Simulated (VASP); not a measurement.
# A VASP study of CaO (Lime) (r2SCAN + rVV10): structure first, properties next, part 3 of 6

What structure does CaO (Lime) take at this level, and what are its properties? The start is a cell from a database of measured crystal structures.

VASP 6.6.1; r2SCAN with rVV10; plane waves and PAW (Ca_sv, O).

So far, gap on the k-mesh (eV): step 2 (full relaxation (r2SCAN + rVV10)) 4.15.

## (4) Single point with fields (r2SCAN + rVV10)

A single point on the relaxed cell gives a clean self-consistent state, with density, ELF and potential written out.

The input, INCAR:

```
SYSTEM = CaO
PREC = Accurate
ENCUT = 520
EDIFF = 1E-06
NELM = 100
ISMEAR = 0
SIGMA = 0.05
LREAL = .FALSE.
ALGO = Normal
METAGGA = R2SCAN
LUSE_VDW = .TRUE.
IVDW_NL = 2
BPARAM = 11.95
CPARAM = 0.0093
LASPH = .TRUE.
NBANDS = 14
LORBIT = 11
LWAVE = .FALSE.
LCHARG = .TRUE.
ISIF = 2
LELF = .TRUE.
LVHAR = .TRUE.
```

The input, POSCAR:

```
CaO
1.0
    0.0000000000      2.3970185429      2.3970185429
    2.3970185429      0.0000000000      2.3970185429
    2.3970185429      2.3970185429      0.0000000000
Ca O
1 1
Direct
    0.0000000000      0.0000000000      0.0000000000
    0.5000000000      0.5000000000      0.5000000000
```

The input, KPOINTS:

```
Automatic mesh
0
Gamma
10 10 10
0 0 0
```

PAW data sets: Ca_sv and O (PBE family, release 64).

Started as:

```bash
> mpirun -np 2 vasp_std
```

The program printed:

```text
[banner, memory and clock lines left out]
running    2 mpi-ranks, on    1 nodes
 distrk:  each k-point on    2 cores,    1 groups
 distr:  one band on    1 cores,    2 groups

 POSCAR found type information on POSCAR CaO
 POSCAR found :  2 types and       2 ions
 [... a notice as in an earlier step ...]

 [... a notice as in an earlier step ...]

 LDA part: xc-table for (None), standard interpolation
 POSCAR, INCAR and KPOINTS ok, starting setup
 FFT: planning ... GRIDC
 FFT: planning ... GRID_SOFT
 FFT: planning ... GRID
 WAVECAR not read
 entering main loop
       N       E                     dE             d eps       ncg     rms          rms(c)
Total rVV10 correction in eV:      0.3658945    16.0032792
DAV:   1     0.118449987048E+03    0.11845E+03   -0.85307E+03  1316   0.119E+03
DAV:   2    -0.189529277921E+02   -0.13740E+03   -0.12851E+03  1650   0.312E+02
DAV:   3    -0.246419506036E+02   -0.56890E+01   -0.56411E+01  1526   0.661E+01
DAV:   4    -0.248448614023E+02   -0.20291E+00   -0.20265E+00  1870   0.109E+01
DAV:   5    -0.248471399204E+02   -0.22785E-02   -0.22779E-02  1598   0.107E+00    0.761E+00
Total rVV10 correction in eV:      0.3913514    16.0032788
DAV:   6    -0.189071821538E+02    0.59400E+01   -0.36868E+00  1682   0.246E+01    0.261E+00
Total rVV10 correction in eV:      0.4014263    16.0032789
DAV:   7    -0.190362879011E+02   -0.12911E+00   -0.56085E-01  1334   0.554E+00    0.196E+00
Total rVV10 correction in eV:      0.4157233    16.0032789
DAV:   8    -0.190738526138E+02   -0.37565E-01   -0.23496E-01  1352   0.511E+00    0.143E+00
Total rVV10 correction in eV:      0.4178955    16.0032789
DAV:   9    -0.190352714848E+02    0.38581E-01   -0.10858E-01  1444   0.325E+00    0.123E-01
Total rVV10 correction in eV:      0.4169667    16.0032789
DAV:  10    -0.190348747500E+02    0.39673E-03   -0.55631E-03  1420   0.705E-01    0.802E-02
Total rVV10 correction in eV:      0.4168928    16.0032789
DAV:  11    -0.190350481588E+02   -0.17341E-03   -0.92867E-04  1400   0.260E-01    0.549E-02
Total rVV10 correction in eV:      0.4173545    16.0032789
DAV:  12    -0.190349661329E+02    0.82026E-04   -0.24797E-04  1520   0.140E-01    0.108E-02
Total rVV10 correction in eV:      0.4173796    16.0032789
DAV:  13    -0.190349695238E+02   -0.33909E-05   -0.16848E-05  1572   0.417E-02    0.850E-03
Total rVV10 correction in eV:      0.4173964    16.0032789
DAV:  14    -0.190349697156E+02   -0.19178E-06   -0.33967E-07   698   0.605E-03
Total rVV10 correction in eV:      0.4173596    16.0032789
Total rVV10 correction in eV:      0.4173886    16.0032789
   1 F= -.19034970E+02 E0= -.19034970E+02  d E =-.464922E-12
```

Wall time 81 s (2 MPI ranks of AMD EPYC 7R43, shared host); peak memory 0.34 GiB; 2.7 min of CPU time.

OUTCAR, selected parts (step 4):

```text
  LATTYP: Found a face centered cubic cell.
 ALAT       =     4.7940370858

The static configuration has the point symmetry O_h .

 Found     47 irreducible k-points:

   ENCUT  =  520.0 eV  38.22 Ry    6.18 a.u.   6.30  6.30  6.30*2*pi/ulx,y,z

   NELECT =      16.0000    total number of electrons

 E-fermi :   2.2588

 k-point     1 :       0.0000    0.0000    0.0000
  band No.  band energies     occupation
    ...
      4     -16.8325      2.00000
      5     -14.4481      2.00000
      6       2.0407      2.00000
      7       2.0407      2.00000
      8       2.0407      2.00000
      9       7.4684      0.00000
     10       8.9053      0.00000
     11       8.9053      0.00000
     12       8.9053      0.00000
     13      10.5344      0.00000
    ...

 k-point     2 :       0.1000    0.0000    0.0000
  band No.  band energies     occupation
    ...
      4     -16.8375      2.00000
      5     -14.2715      2.00000
      6       1.6899      2.00000
      7       1.9016      2.00000
      8       1.9016      2.00000
      9       7.9260      0.00000
     10       8.8651      0.00000
     11       9.0834      0.00000
     12       9.0834      0.00000
     13      10.7818      0.00000
    ...

  Total       -0.0042507     -0.0042507     -0.0042507     -0.0000000      0.0000000      0.0000000
  in kB       -0.2472430     -0.2472430     -0.2472430     -0.0000000      0.0000000      0.0000000
  external PRESSURE =      -0.2472430 kB  Pullay stress =       0.0000000 kB

  energy-cutoff  :      520.00
  volume of cell :       27.55
      direct lattice vectors                 reciprocal lattice vectors
     0.000000000  2.397018543  2.397018543    -0.208592462  0.208592462  0.208592462
     2.397018543  0.000000000  2.397018543     0.208592462 -0.208592462  0.208592462
     2.397018543  2.397018543  0.000000000     0.208592462  0.208592462 -0.208592462

 POSITION                                       TOTAL-FORCE (eV/Angst)
 -----------------------------------------------------------------------------------
      0.00000      0.00000      0.00000         0.000000      0.000000     -0.000000
      2.39702      2.39702      2.39702         0.000000      0.000000      0.000000
 -----------------------------------------------------------------------------------
    total drift:                                0.000000      0.000000      0.000000

  FREE ENERGIE OF THE ION-ELECTRON SYSTEM (eV)
  ---------------------------------------------------
  free  energy   TOTEN  =       -19.0349697156 eV

  energy  without entropy=      -19.0349697156  energy(sigma->0) =      -19.03496972

 total charge
# of ion       s       p       d       tot
------------------------------------------
    1        2.037   5.883   0.284   8.205
    2        1.553   3.478   0.000   5.031
--------------------------------------------------
tot          3.590   9.362   0.284  13.236

[... 5 parts as in an earlier step ...]

[... 5 further parts left out ...]
```

This step gave:

```yaml
scf_cycles: 14
pressure: -0.02472 GPa
gap_on_the_k_mesh: 4.151 eV
least_direct_gap_on_the_k_mesh: 4.525 eV
```

Valence electrons inside each PAW sphere by angular momentum. Sphere charges, by row:

| atom | s (e) | p (e) | d (e) | tot (e) |
| --- | --- | --- | --- | --- |
| Ca1 | 2.037 | 5.883 | 0.284 | 8.205 |
| O2 | 1.553 | 3.478 | 0 | 5.031 |

Electrostatic potential energy in the ac plane of the conventional cell at fractional y = 0.000, with atoms of Ca and O within 0.2 Å of it. With pseudopotentials it is smooth inside the atoms' cores, unlike the true potential.

Ten even steps from '_' (-48 eV) to '@' (4 eV), each cell a mean:
```
--==**%%@@##____--@@@@##++--
++**##@@@@@@##**%%@@@@%%**++
##%%@@@@@@@@@@@@@@@@@@@@%%##
@@@@@@@@@@@@%%%%@@@@@@@@@@@@
@@@@@@@@@@##****##%%@@@@@@@@
::**@@@@%%**====++##@@@@%%--
__::@@@@##++--::==**%%@@**__
__--@@@@##++----==**%%@@##__
**%%@@@@%%**++++**##@@@@@@##
@@@@@@@@@@%%####%%@@@@@@@@@@
%%@@@@@@@@@@@@@@@@@@@@@@@@%%
**##%%@@@@@@@@@@@@@@@@@@##**
==++##@@@@%%--::**@@@@%%**==
::==**%%@@**____::@@@@##++--
```
Columns run along a (4.8 Å; values clipped at the 3rd and 97th percentile), rows up along c (4.8 Å), edges of the conventional cell, whose origin can differ from the input's. Atoms in or near the plane, at fractional coordinates: Ca at (0.00, 0.00), Ca at (0.50, 0.50), O at (0.50, 0.00), O at (0.00, 0.50).

ELF in the ac plane of the conventional cell at fractional y = 0.000, with atoms of Ca and O within 0.2 Å of it. It is the smooth field of the valence electrons, not physical close to the nuclei.

Ten even steps from '_' (0.04) to '@' (0.80), each cell a mean:
```
##%%**..**@@%%##@@%%::==%%##
%%%%==__++@@@@@@@@##..::**%%
==::____::++****++--____::==
::::..______......______..::
%%%%++..__==**##++::__--##%%
@@@@%%::::%%%%%%%%++..++@@@@
**@@%%::==%%##**%%##..**@@##
##@@%%::==%%####%%**..**@@%%
@@@@##..::**%%%%%%==__++@@@@
**++--____::====::____::++**
....______..::::::..______..
##++::__--##%%%%%%++..__==**
%%%%++..++@@@@@@@@%%::::%%%%
**%%##..**@@##**@@%%::==%%##
```
Columns run along a (4.8 Å), rows up along c (4.8 Å), edges of the conventional cell, whose origin can differ from the input's. Atoms in or near the plane, at fractional coordinates: Ca at (0.00, 0.00), Ca at (0.50, 0.50), O at (0.50, 0.00), O at (0.00, 0.50).

Valence density in the ac plane of the conventional cell at fractional y = 0.000, with atoms of Ca and O within 0.2 Å of it. It is the smooth field of the valence electrons, not physical close to the nuclei.

Values in e/Å³, 14 rows by 14 columns, each cell a mean:
```
5.6 3.6 1.2 0.3 0.4 1.7 4.8 5.9 3.0 0.8 0.3 0.5 2.3 4.9
2.7 1.6 0.5 0.2 0.3 0.7 1.7 2.0 1.1 0.4 0.2 0.2 1.0 2.3
0.6 0.4 0.1 0.1 0.1 0.3 0.4 0.5 0.3 0.2 0.1 0.1 0.2 0.5
0.3 0.2 0.1 0.1 0.1 0.2 0.3 0.3 0.2 0.1 0.1 0.1 0.2 0.3
0.9 0.6 0.3 0.1 0.1 0.5 1.2 1.4 0.8 0.3 0.1 0.2 0.4 0.8
3.7 1.9 0.6 0.2 0.4 1.6 3.6 4.2 2.6 0.8 0.2 0.3 1.1 3.0
7.1 3.7 0.9 0.3 0.6 2.7 5.6 6.3 4.2 1.4 0.3 0.5 2.0 5.9
5.9 3.0 0.8 0.3 0.5 2.3 4.9 5.6 3.6 1.2 0.3 0.4 1.7 4.8
2.0 1.1 0.4 0.2 0.2 1.0 2.3 2.7 1.6 0.5 0.2 0.3 0.7 1.7
0.5 0.3 0.2 0.1 0.1 0.2 0.5 0.6 0.4 0.1 0.1 0.1 0.3 0.4
0.3 0.2 0.1 0.1 0.1 0.2 0.3 0.3 0.2 0.1 0.1 0.1 0.2 0.3
1.4 0.8 0.3 0.1 0.2 0.4 0.8 0.9 0.6 0.3 0.1 0.1 0.5 1.2
4.2 2.6 0.8 0.2 0.3 1.1 3.0 3.7 1.9 0.6 0.2 0.4 1.6 3.6
6.3 4.2 1.4 0.3 0.5 2.0 5.9 7.1 3.7 0.9 0.3 0.6 2.7 5.6
```
Columns run along a (4.8 Å), rows up along c (4.8 Å), edges of the conventional cell, whose origin can differ from the input's. Atoms in or near the plane, at fractional coordinates: Ca at (0.00, 0.00), Ca at (0.50, 0.50), O at (0.50, 0.00), O at (0.00, 0.50).

In this run the pressure is -0.02 GPa, small enough to go on.

## (5) Bands along the symmetry lines (r2SCAN + rVV10)

The mesh alone shows little of the dispersion and can miss band extrema, so KPOINTS_OPT adds a path through the symmetry points after the self-consistent cycle.

Changes to INCAR since step 4:

```diff
@@ -15,8 +15,6 @@
 LASPH = .TRUE.
-NBANDS = 14
+NBANDS = 20
 LORBIT = 11
 LWAVE = .FALSE.
-LCHARG = .TRUE.
-ISIF = 2
-LELF = .TRUE.
-LVHAR = .TRUE.
+LCHARG = .FALSE.
+KPAR = 2
```

POSCAR is that of step 4.

KPOINTS is that of step 4.

The input, KPOINTS_OPT:

```
Line mode
16
Line-mode
Reciprocal
  0.00000000   0.00000000   0.00000000 GAMMA
  0.50000000   0.00000000   0.50000000 X

  0.50000000   0.00000000   0.50000000 X
  0.50000000   0.25000000   0.75000000 W

  0.50000000   0.25000000   0.75000000 W
  0.37500000   0.37500000   0.75000000 K

  0.37500000   0.37500000   0.75000000 K
  0.00000000   0.00000000   0.00000000 GAMMA

  0.00000000   0.00000000   0.00000000 GAMMA
  0.50000000   0.50000000   0.50000000 L

  0.50000000   0.50000000   0.50000000 L
  0.62500000   0.25000000   0.62500000 U

  0.62500000   0.25000000   0.62500000 U
  0.50000000   0.25000000   0.75000000 W

  0.50000000   0.25000000   0.75000000 W
  0.50000000   0.50000000   0.50000000 L

  0.50000000   0.50000000   0.50000000 L
  0.37500000   0.37500000   0.75000000 K

  0.62500000   0.25000000   0.62500000 U
  0.50000000   0.00000000   0.50000000 X
```

Started as:

```bash
> mpirun -np 2 vasp_std
```

The program printed:

```text
[... set-up lines as in an earlier step ...]
 entering main loop
       N       E                     dE             d eps       ncg     rms          rms(c)
Total rVV10 correction in eV:      0.3658945    16.0032792
Total rVV10 correction in eV:      0.3658945    16.0032792
DAV:   1     0.120394336165E+03    0.12039E+03   -0.78196E+03  1880   0.830E+02
DAV:   2    -0.196079666239E+02   -0.14000E+03   -0.12953E+03  2056   0.249E+02
DAV:   3    -0.247323948477E+02   -0.51244E+01   -0.50587E+01  2556   0.479E+01
DAV:   4    -0.248446841519E+02   -0.11229E+00   -0.11221E+00  2204   0.655E+00
DAV:   5    -0.248471006485E+02   -0.24165E-02   -0.24164E-02  2400   0.906E-01    0.761E+00
Total rVV10 correction in eV:      0.3913503    16.0032788
Total rVV10 correction in eV:      0.3913503    16.0032788
DAV:   6    -0.189253243158E+02    0.59218E+01   -0.20439E+00  2504   0.172E+01    0.264E+00
Total rVV10 correction in eV:      0.4006320    16.0032789
Total rVV10 correction in eV:      0.4006320    16.0032789
DAV:   7    -0.190360396358E+02   -0.11072E+00   -0.30680E-01  2132   0.352E+00    0.185E+00
Total rVV10 correction in eV:      0.4182295    16.0032789
Total rVV10 correction in eV:      0.4182295    16.0032789
DAV:   8    -0.190510858954E+02   -0.15046E-01   -0.88555E-02  1972   0.282E+00    0.981E-01
Total rVV10 correction in eV:      0.4177065    16.0032789
Total rVV10 correction in eV:      0.4177065    16.0032789
DAV:   9    -0.190352076334E+02    0.15878E-01   -0.24640E-02  2116   0.162E+00    0.141E-01
Total rVV10 correction in eV:      0.4164717    16.0032789
Total rVV10 correction in eV:      0.4164717    16.0032789
DAV:  10    -0.190349459034E+02    0.26173E-03   -0.24595E-03  2128   0.395E-01    0.801E-02
Total rVV10 correction in eV:      0.4170484    16.0032789
Total rVV10 correction in eV:      0.4170484    16.0032789
DAV:  11    -0.190349892942E+02   -0.43391E-04   -0.27037E-04  2088   0.133E-01    0.274E-02
Total rVV10 correction in eV:      0.4173142    16.0032789
Total rVV10 correction in eV:      0.4173142    16.0032789
DAV:  12    -0.190349692880E+02    0.20006E-04   -0.24938E-05  2512   0.457E-02    0.607E-03
Total rVV10 correction in eV:      0.4173735    16.0032789
Total rVV10 correction in eV:      0.4173735    16.0032789
DAV:  13    -0.190349694549E+02   -0.16689E-06   -0.49312E-06  2244   0.157E-02
Total rVV10 correction in eV:      0.4173700    16.0032789
Total rVV10 correction in eV:      0.4173700    16.0032789
Total rVV10 correction in eV:      0.4173834    16.0032789
Total rVV10 correction in eV:      0.4173834    16.0032789
   1 F= -.19034969E+02 E0= -.19034969E+02  d E =-.108820E-27
 Start KPOINTS_OPT (optional k-point list driver)
k-point batch [1-47\160]
       N       E                     dE             ncg
DAV:   1    -0.272233062027E+04   -0.29816E+05     1888
DAV:   2    -0.907249839901E+04   -0.63502E+04     2084
DAV:   3    -0.928400675918E+04   -0.21151E+03     2440
DAV:   4    -0.928790294215E+04   -0.38962E+01     2248
DAV:   5    -0.928796855170E+04   -0.65610E-01     2420
DAV:   6    -0.928797020498E+04   -0.16533E-02     2240
DAV:   7    -0.928797024775E+04   -0.42766E-04     2296
DAV:   8    -0.928797024880E+04   -0.10464E-05     1456
DAV:   9    -0.928797024892E+04   -0.12684E-06     1376
[...]
k-point batch [142-160\160]
       N       E                     dE             ncg
DAV:   1     0.160664687504E+05   -0.14421E+05      760
DAV:   2     0.135031708716E+05   -0.25633E+04      860
DAV:   3     0.134165101148E+05   -0.86661E+02     1020
DAV:   4     0.134147200204E+05   -0.17901E+01      856
DAV:   5     0.134146804340E+05   -0.39586E-01      988
DAV:   6     0.134146793337E+05   -0.11003E-02      876
DAV:   7     0.134146793056E+05   -0.28057E-04      980
DAV:   8     0.134146793050E+05   -0.65192E-06      632
```

It took 6.4 min on 2 MPI ranks; peak memory 0.48 GiB; 13 min of CPU time.

Parts of OUTCAR (step 5):

```text
   k-points           NKPTS =     47   k-points in BZ     NKDIM =     47   number of bands    NBANDS=     20

   NELECT =      16.0000    total number of electrons

 E-fermi :   2.4109

 k-point     1 :       0.0000    0.0000    0.0000
  band No.  band energies     occupation
    ...
      4     -16.8325      2.00000
      5     -14.4489      2.00000
      6       2.0400      2.00000
      7       2.0400      2.00000
      8       2.0400      2.00000
      9       7.4681      0.00000
     10       8.9052      0.00000
     11       8.9052      0.00000
     12       8.9052      0.00000
     13      10.5343      0.00000
    ...

  Total        0.0003826      0.0003826      0.0003826     -0.0000000      0.0000000      0.0000000
  in kB        0.0222524      0.0222524      0.0222524     -0.0000000      0.0000000      0.0000000
  external PRESSURE =       0.0222524 kB  Pullay stress =       0.0000000 kB

 POSITION                                       TOTAL-FORCE (eV/Angst)
 -----------------------------------------------------------------------------------
      0.00000      0.00000      0.00000         0.000000      0.000000      0.000000
      2.39702      2.39702      2.39702        -0.000000      0.000000     -0.000000
 -----------------------------------------------------------------------------------
    total drift:                                0.000000      0.000000      0.000000

  FREE ENERGIE OF THE ION-ELECTRON SYSTEM (eV)
  ---------------------------------------------------
  free  energy   TOTEN  =       -19.0349694549 eV

  energy  without entropy=      -19.0349694549  energy(sigma->0) =      -19.03496945

[... 8 parts as in an earlier step ...]

[... 8 further parts left out ...]
```

Numbers from this step:

| Item | Value |
| --- | --- |
| SCF cycles | 13 |
| bands | 20 |
| Fermi energy | 2.411 eV |
| pressure | 0.002225 GPa |
| least gap on mesh and path | 4.151 eV |
| least direct gap on mesh and path | 4.525 eV |

The electronic bands at the labelled points (eV, zero at the valence-band top; v1 is the highest filled band, c1 the lowest empty one):

| point | v3 | v2 | v1 | c1 | c2 | c3 | c4 |
| --- | --- | --- | --- | --- | --- | --- | --- |
| Γ | 0.00 | 0.00 | 0.00 | 5.43 | 6.87 | 6.87 | 6.87 |
| 0.53 of the way | -1.73 | -0.31 | -0.31 | 5.13 | 7.52 | 8.97 | 8.97 |
| X | -1.30 | -0.37 | -0.37 | 4.15 | 8.82 | 9.70 | 10.31 |
| 0.47 of the way | -1.26 | -0.81 | -0.62 | 4.91 | 9.04 | 9.16 | 10.18 |
| W | -1.30 | -1.05 | -1.05 | 6.93 | 6.93 | 9.17 | 10.32 |
| 0.47 of the way | -1.32 | -1.16 | -0.89 | 6.09 | 7.95 | 9.24 | 10.16 |
| K | -1.33 | -1.21 | -0.79 | 5.70 | 8.70 | 9.35 | 9.81 |
| 0.47 of the way | -1.90 | -1.00 | -0.61 | 6.77 | 7.90 | 8.02 | 8.89 |
| Γ | 0.00 | 0.00 | 0.00 | 5.43 | 6.87 | 6.87 | 6.87 |
| 0.53 of the way | -1.65 | -0.73 | -0.73 | 6.93 | 7.79 | 7.98 | 7.98 |
| L | -2.64 | -1.22 | -1.22 | 7.72 | 9.10 | 9.10 | 9.21 |
| 0.53 of the way | -2.12 | -1.16 | -1.06 | 7.10 | 8.03 | 9.32 | 9.82 |
| U | -1.33 | -1.21 | -0.79 | 5.70 | 8.70 | 9.35 | 9.81 |
| 0.47 of the way | -1.32 | -1.17 | -0.87 | 6.00 | 8.09 | 9.25 | 10.11 |
| W | -1.30 | -1.05 | -1.05 | 6.93 | 6.93 | 9.17 | 10.32 |
| 0.47 of the way | -1.98 | -1.12 | -1.05 | 7.35 | 7.41 | 9.58 | 9.68 |
| L | -2.64 | -1.22 | -1.22 | 7.72 | 9.10 | 9.10 | 9.21 |
| 0.47 of the way | -2.23 | -1.16 | -1.10 | 7.29 | 8.02 | 9.26 | 9.88 |
| K | -1.33 | -1.21 | -0.79 | 5.70 | 8.70 | 9.35 | 9.81 |
| jump to U | -1.33 | -1.21 | -0.79 | 5.70 | 8.70 | 9.35 | 9.81 |
| 0.47 of the way | -1.28 | -0.73 | -0.52 | 4.66 | 9.04 | 9.63 | 9.99 |
| X | -1.30 | -0.37 | -0.37 | 4.15 | 8.82 | 9.70 | 10.31 |

Of the projections kept (Ca, O), the largest for each band there; the rest of the weight can lie on other orbitals:

| point | v3 | v2 | v1 | c1 | c2 | c3 | c4 |
| --- | --- | --- | --- | --- | --- | --- | --- |
| Γ | O 0.98 | O 0.98 | O 0.98 | Ca 0.57 | Ca 1.00 | Ca 1.00 | Ca 1.00 |
| X | O 0.86 | O 0.95 | O 0.95 | Ca 1.00 | Ca 0.89 | Ca 1.00 | Ca 1.00 |
| W | O 0.88 | O 0.87 | O 0.87 | Ca 0.83 | Ca 0.83 | Ca 0.92 | Ca 1.00 |
| K | O 0.87 | O 0.86 | O 0.90 | Ca 0.86 | Ca 0.82 | Ca 0.89 | Ca 1.00 |
| Γ | O 0.98 | O 0.98 | O 0.98 | Ca 0.57 | Ca 1.00 | Ca 1.00 | Ca 1.00 |
| L | O 0.82 | O 0.85 | O 0.85 | Ca 0.68 | Ca 0.93 | Ca 0.93 | Ca 0.75 |

The electronic bands as a text plot (rows in eV, shown from -2.6 to 8.5 only):

```
    8.3 |   +  +    +    +    +   +    +   + ++ +      + ++ +
    7.8 |     +        +  ++++ +      +  ++++         ++++++
    7.3 | ++ +       ++    ++ +++   ++ ++   +    +  ++
    6.9 |+  +         +   +  + ++++++++      +    ++       +
    6.4 | ++         +   +    ++    +            +          +
    5.9 | +            ++       +             + +            +
    5.5 |+  +       +            +++           +
    5.0 |    ++                                               +
    4.6 |      +   +                                           +
    4.1 |       +++                                             +
    3.6 |
    3.2 |
    2.7 |
    2.2 |
    1.8 |
    1.3 |
    0.8 |
    0.4 |
   -0.1 |*****                 ******
   -0.6 | *   ******         ****   ***                       ***
   -1.0 |  *        ********** *     * ************************
   -1.5 |   *  ***** *****    *       *       ******         * **
   -1.9 |    **           ****         *     *      **     **
   -2.4 |                               *****         *****
         Γ       X    W  K        Γ      L     U  W     L   K|U X
```

The path finds the gap of the mesh within 0.02 eV, so the mesh comes close to both band edges.

(Part 3 of 6 ends here.)

[Lines on the potential files, build, host, timing and source positions are cut from VASP's logs without a mark.]

[Logs are printed without paths, hosts, clocks, repeated set-up lines and the standing remarks that a program may print on its own settings, such as how far it seeks lower states.]

[Hosts, paths, dates, database ids (printed as entryN), source tags and the programs' standing remarks are cut or masked in the printed files.]

[A measured line is paired with the nearest computed mode of its activity, which favours agreement.]
